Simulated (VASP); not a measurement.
Consider the following.

```xyz
2
Lattice="0.0000 1.7816 1.7816 1.7816 0.0000 1.7816 1.7816 1.7816 0.0000" Properties=species:S:1:pos:R:3 pbc="T T T"
C      0.0000     0.0000     0.0000
C      0.8908     0.9908     0.8908
```

These are r2SCAN meta-GGA, VASP's PBE PAW potentials (set 64) (plane waves; VASP 6.6.1) values and carry that method's errors. Run with 600 eV cut-off, 12×12×12 Γ-centred mesh, Gaussian smearing of 0.050 eV, potentials C.

### Question
Estimate the energy per atom (σ→0), pressure, largest force.

### Answer

```yaml
energy per atom (σ→0): -9.736 eV/atom
pressure: 2.73 GPa
largest_force: 0.14720 Ry/bohr
```

Total energies compare only between runs with the same potentials, cut-off and functional.

The compound is C in the diamond structure. This cell was strained or had an atom moved on purpose.
